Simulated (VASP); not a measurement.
Data:

```
CELL_PARAMETERS angstrom
      4.58214     0.00000     0.00000
      0.00000     4.58214     0.00000
      0.00000     0.00000     5.77388
ATOMIC_POSITIONS crystal
  Gd 0.50000 0.00000 0.23680
  Gd 0.00000 0.50000 0.76320
  P  0.00000 0.00000 0.00000
  P  0.50000 0.50000 0.00000
```

All values below come from PBE GGA, VASP's PBE PAW potentials (set 64) (plane waves; VASP). Settings: 400 eV cut-off, 5×5×4 Γ-centred mesh, Gaussian smearing of 0.050 eV, potentials Gd_3 P.

The 4f electrons are frozen in the core of the lanthanide potential, so 4f levels, which can set the real gap, and their magnetism are missing.

Problem. Which forces act on the atoms, in eV/Å?

Solution. 
```csv
atom,Fx,Fy,Fz
Gd1,0.000,0.000,0.199
Gd2,0.000,0.000,-0.199
P3,0.000,0.000,0.000
P4,0.000,0.000,0.000
```

Problem. Give the stress tensor in GPa (positive for a compressed cell).

Solution. 
```
 7.00   0.00   0.00
 0.00   7.00   0.00
 0.00   0.00  -1.98
```
The pressure is its mean diagonal, 4.01 GPa.

The structure was generated: GdP was put into the litharge type (P4/nmm), which need not be its known phase. The cell was not relaxed at this level.
